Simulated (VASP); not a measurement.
# AlNi under strain, part 2 of 2

Aim: follow the pressure of AlNi through compression, expansion and shear. All runs use PBEsol. Left out of this account: 1 further run (self-consistent run: a reference on another mesh). The start is a cell from a database of measured crystal structures.

VASP 6.6.1; PBEsol, spin-polarised from a ferromagnetic start (one magnetic atom a cell); plane waves and PAW (Al, Ni).

So far, pressure (GPa): step 2 (bands, cell as listed) -3.55; step 3 (cell volume +4.0 %) -9.24; step 4 (cell volume +8.0 %) -13.8; step 5 (bands, sheared, principal strains -1.4, -0.4, +1.8 %) -3.41; step 6 (cell volume -4.0 %) 3.52.

The database entry behind the starting cell differs from later determinations by our own check (about 0.2 % short), so it need not match the best structure at ambient conditions.

**7. Bands, volume times 0.92 (continued)**

Both spin channels agree. Electronic bands along the path, in eV, zero at the Fermi level; # counts the bands kept:

```
          point     #3     #4     #5     #6     #7    #8     #9    #10
              Γ  -3.65  -1.71  -1.71  -1.71   5.87  5.87   5.87   8.43
0.53 of the way  -3.36  -2.17  -2.17  -1.65   0.69  7.54   7.54   8.42
              X  -3.10  -2.49  -2.49  -1.61  -0.68  8.40  10.42  10.42
0.53 of the way  -2.87  -2.79  -2.40  -2.02  -0.74  4.73   4.94  12.32
              M  -3.10  -3.10  -2.32  -2.32  -1.11  1.63   2.93  13.25
0.53 of the way  -3.53  -2.50  -2.07  -1.98   1.40  3.04   8.43   9.60
              Γ  -3.65  -1.71  -1.71  -1.71   5.87  5.87   5.87   8.43
0.53 of the way  -3.54  -2.51  -2.35  -2.35   2.33  2.33   4.60  10.05
              R  -4.52  -1.08  -1.08   1.92   1.92  1.92   4.50   4.86
0.47 of the way  -3.67  -2.41  -2.36  -1.21  -0.57  5.21   5.55   6.40
              X  -3.10  -2.49  -2.49  -1.61  -0.68  8.40  10.42  10.42
      jump to M  -3.10  -3.10  -2.32  -2.32  -1.11  1.63   2.93  13.25
0.47 of the way  -4.03  -2.77  -1.10  -0.61  -0.61  1.72   3.18   8.89
              R  -4.52  -1.08  -1.08   1.92   1.92  1.92   4.50   4.86
```

Of the projections kept (Al, Ni), the largest for each band there; the rest of the weight can lie on other orbitals:

```
point       #3       #4       #5       #6       #7       #8       #9      #10
    Γ  Ni 1.00  Ni 1.00  Ni 1.00  Ni 1.00  Al 0.50  Al 0.50  Al 0.50  Ni 1.00
    X  Ni 1.00  Ni 0.98  Ni 0.98  Ni 1.00  Ni 0.98        -  Ni 1.00  Ni 1.00
    M  Ni 0.60  Ni 0.60  Ni 1.00  Ni 1.00  Ni 1.00  Ni 1.00  Ni 0.72  Al 1.00
    Γ  Ni 1.00  Ni 1.00  Ni 1.00  Ni 1.00  Al 0.50  Al 0.50  Al 0.50  Ni 1.00
    R  Ni 0.88  Ni 1.00  Ni 1.00  Ni 1.00  Ni 1.00  Ni 1.00  Al 1.00  Ni 0.68
    X  Ni 1.00  Ni 0.98  Ni 0.98  Ni 1.00  Ni 0.98        -  Ni 1.00  Ni 1.00
```

 The pressure is 12.32 GPa. The parabola predicted 12.05 GPa, -0.28 GPa off.

**8. Bands, atoms displaced by up to 0.11 Å**

The atoms are moved off their sites at random, as a crude picture of disorder.

Contents of INCAR:

```
SYSTEM = AlNi
PREC = Accurate
ENCUT = 400
EDIFF = 1E-06
NELM = 100
ISMEAR = -1
SIGMA = 0.05
LREAL = .FALSE.
ALGO = Normal
GGA = PS
NBANDS = 20
ISPIN = 2
MAGMOM = 0 1
LASPH = .TRUE.
LMAXMIX = 4
LORBIT = 11
LWAVE = .FALSE.
LCHARG = .FALSE.
KPAR = 2
```

Contents of POSCAR:

```
AlNi
1.0
    2.8810000000      0.0000000000      0.0000000000
    0.0000000000      2.8810000000      0.0000000000
    0.0000000000      0.0000000000      2.8810000000
Al Ni
1 1
Direct
   -0.0063480000     -0.0311170000      0.0233440000
    0.5070480000      0.5150480000      0.4848380000
```

Contents of KPOINTS:

```
Automatic mesh
0
Gamma
13 13 13
0 0 0
```

Contents of KPOINTS_OPT:

```
Line mode
16
Line-mode
Reciprocal
  0.00000000   0.00000000   0.00000000 GAMMA
  0.00000000   0.50000000   0.00000000 X

  0.00000000   0.50000000   0.00000000 X
  0.50000000   0.50000000   0.00000000 M

  0.50000000   0.50000000   0.00000000 M
  0.00000000   0.00000000   0.00000000 GAMMA

  0.00000000   0.00000000   0.00000000 GAMMA
  0.50000000   0.50000000   0.50000000 R

  0.50000000   0.50000000   0.50000000 R
  0.00000000   0.50000000   0.00000000 X

  0.50000000   0.50000000   0.00000000 M
  0.50000000   0.50000000   0.50000000 R
```

PAW data sets: Al and Ni (PBE family, release 64).

The run is started by

```sh
$ mpirun -np 2 vasp_std
```

Run time: 6.2 min. Hardware: 2 MPI ranks of AMD EPYC 7R43, shared host; peak memory 1.8 GiB; 12 min of CPU time.

This step gave:

```
irreducible k-points    : 1099
symmetry operations     : 1
free energy (TOTEN)     : -11.50 eV
energy at zero smearing : -11.49 eV
Fermi energy            : 9.871 eV
pressure                : -1.376 GPa
```

Both spin channels agree. The electronic bands at the labelled points (eV, zero at the Fermi level; # counts the bands kept):

```
          point     #3     #4     #5     #6     #7    #8    #9    #10
              Γ  -3.24  -1.57  -1.53  -1.53   5.50  5.53  5.58   8.21
0.47 of the way  -3.05  -1.89  -1.87  -1.51   1.13  6.76  6.79   8.28
              X  -2.78  -2.25  -2.23  -1.47  -0.63  8.39  9.95   9.99
0.47 of the way  -2.65  -2.44  -2.14  -1.76  -0.67  5.06  5.30  11.09
              M  -2.89  -2.78  -2.05  -2.02  -1.01  1.47  2.49  12.39
0.53 of the way  -3.17  -2.25  -1.88  -1.77   1.33  2.77  7.97   9.30
              Γ  -3.24  -1.57  -1.53  -1.53   5.50  5.53  5.58   8.21
0.53 of the way  -3.19  -2.26  -2.10  -2.09   2.18  2.21  4.09   9.62
              R  -4.07  -0.99  -0.98   1.92   1.96  2.01  3.51   4.51
0.53 of the way  -3.11  -2.31  -2.07  -1.37  -0.57  5.31  5.85   6.44
              X  -2.78  -2.25  -2.23  -1.47  -0.63  8.39  9.95   9.99
      jump to M  -2.89  -2.78  -2.05  -2.02  -1.01  1.47  2.49  12.39
0.53 of the way  -3.75  -2.23  -1.00  -0.18  -0.15  1.65  2.76   7.58
              R  -4.07  -0.99  -0.98   1.92   1.96  2.01  3.51   4.51
```

Of the projections kept (Al, Ni), the largest for each band there; the rest of the weight can lie on other orbitals:

```
point       #3       #4       #5       #6       #7       #8       #9      #10
    Γ  Ni 1.00  Ni 1.00  Ni 1.00  Ni 1.00  Ni 0.52  Al 0.50  Al 0.50  Ni 0.97
    X  Ni 1.00  Ni 0.98  Ni 0.98  Ni 1.00  Ni 0.98  Al 0.50  Ni 0.89  Ni 0.87
    M  Ni 0.62  Ni 0.71  Ni 0.99  Ni 0.99  Ni 1.00  Ni 1.00  Ni 0.72  Al 0.98
    Γ  Ni 1.00  Ni 1.00  Ni 1.00  Ni 1.00  Ni 0.52  Al 0.50  Al 0.50  Ni 0.97
    R  Ni 0.89  Ni 1.00  Ni 1.00  Ni 0.96  Ni 0.97  Ni 1.00  Al 0.89  Ni 0.68
    X  Ni 1.00  Ni 0.98  Ni 0.98  Ni 1.00  Ni 0.98  Al 0.50  Ni 0.89  Ni 0.87
```

Force by atom:

```
atom  x (eV/Å)  y (eV/Å)  z (eV/Å)  size
 Al1      0.25      0.81     -0.68  1.09
 Ni2     -0.25     -0.81      0.68  1.09
```

 The pressure is -1.38 GPa, and the symmetry operations fall from 48 to 1.

**9. The runs together**

```
                                         cell      mesh  pressure (GPa)  gap (eV)  largest moment (μB)
                               cell as listed  13×13×13           -3.55      none                 0.00
                            volume times 1.04  13×13×13           -9.24      none                 0.00
                            volume times 1.08  13×13×13          -13.80      none                 0.00
sheared, principal strains -1.4, -0.4, +1.8 %  13×13×13           -3.41      none                 0.00
                            volume times 0.96  13×13×13            3.52      none                 0.00
                            volume times 0.92  13×13×13           12.32      none                 0.00
              atoms displaced by up to 0.11 Å  13×13×13           -1.38      none                 0.00
```

**10. Summary of results**

| Property | Result |
| --- | --- |
| pressure, cell as listed | -3.55 GPa |
| pressure, volume times 1.04 | -9.24 GPa |
| pressure, volume times 1.08 | -13.8 GPa |
| pressure, sheared, principal strains -1.4, -0.4, +1.8 % | -3.41 GPa |
| pressure, volume times 0.96 | 3.52 GPa |
| pressure, volume times 0.92 | 12.3 GPa |
| pressure, atoms displaced by up to 0.11 Å | -1.38 GPa |
| bulk modulus at the listed volume, shape and positions held | 160 GPa |

**Reading.** The slope of pressure against ln V at the listed volume gives a bulk modulus of 160 GPa at fixed shape and positions. Only the typed magnetic starts were tried, so the magnetic ground state may differ and with it the other results.

[Lines on the potential files, build, host, timing and source positions are cut from VASP's logs without a mark.]

[Logs are printed without paths, hosts, clocks, repeated set-up lines and the standing remarks that a program may print on its own settings, such as how far it seeks lower states.]

[Hosts, paths, dates, database ids (printed as entryN), source tags and the programs' standing remarks are cut or masked in the printed files.]

[A measured line is paired with the nearest computed mode of its activity, which favours agreement.]
